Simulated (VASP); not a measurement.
Crystal: CrGa3P4.

```
Ga Cr P
1.0
     5.49118    0.00000    0.00000
     0.00000    5.49118    0.00000
     0.00000    0.00000    5.49118
Ga Cr P
3 1 4
Direct
  0.50000 0.50000 0.00000
  0.50000 0.00000 0.50000
  0.00000 0.50000 0.50000
  0.00000 0.00000 0.00000
  0.75372 0.24628 0.75372
  0.24628 0.75372 0.75372
  0.75372 0.75372 0.24628
  0.24628 0.24628 0.24628
```

The cell comes from a database or a generator and needn't be the stable form of this composition.

* Program: VASP 6.6.1
* Task: single point
* Functional: PBE
* Potentials or basis: VASP PAW PBE potentials, release 64 (Ga_d, Cr_pv, P)
* Cutoff: 520 eV
* k mesh: 5 × 5 × 5
* Occupations: fermi-dirac, width 0.05 eV
* Spin: collinear spin, ferromagnetic start
* Starting moments: [0.0, 0.0, 0.0, 3.0, 0.0, 0.0, 0.0, 0.0] μB

On this cell: pressure -0.2 GPa; largest force 0.017 eV/Å; net moment 3.00 μB per cell; site moments Ga +0.04; Cr +2.80; P -0.06 μB; band gap on the k mesh none (metal or under the smearing width).

The same run follows on a disturbed copy (atoms moved at random, drawn with an rms of 0.05 Å):

```
Ga Cr P
1.0
     5.49118    0.00000    0.00000
     0.00000    5.49118    0.00000
     0.00000    0.00000    5.49118
Ga Cr P
3 1 4
Direct
  0.49886 0.50333 0.00557
  0.50682 0.00620 0.50599
  0.00214 0.48693 0.49740
  0.00573 0.99910 0.00560
  0.74716 0.24314 0.75146
  0.23913 0.75788 0.75343
  0.75507 0.75149 0.24634
  0.25047 0.24857 0.24658
```

Task: What does the disturbed cell give?

Result: The energy (extrapolated to zero smearing) moves by +10.6 meV/atom; pressure 0.0 GPa; largest force 0.952 eV/Å; net moment 3.00 μB per cell; site moments Ga +0.04; Cr +2.80; P -0.06, -0.07 μB; band gap on the k mesh none (metal or under the smearing width).

Forces in eV/Å, atoms in the order of the input:
```
Ga  -0.048  0.125 -0.400
Ga  -0.468 -0.551 -0.425
Ga  -0.202  0.476  0.192
Cr  -0.452  0.190 -0.182
P    0.599  0.287  0.682
P    0.306 -0.312 -0.128
P    0.116  0.088  0.213
P    0.149 -0.303  0.047
```

Stress tensor (GPa, compression positive):
```
 0.02  0.93  0.13
 0.93 -0.08  1.01
 0.13  1.01  0.04
```

Caveats: a cell with one magnetic atom can't hold antiferromagnetic order, which such compounds often take.
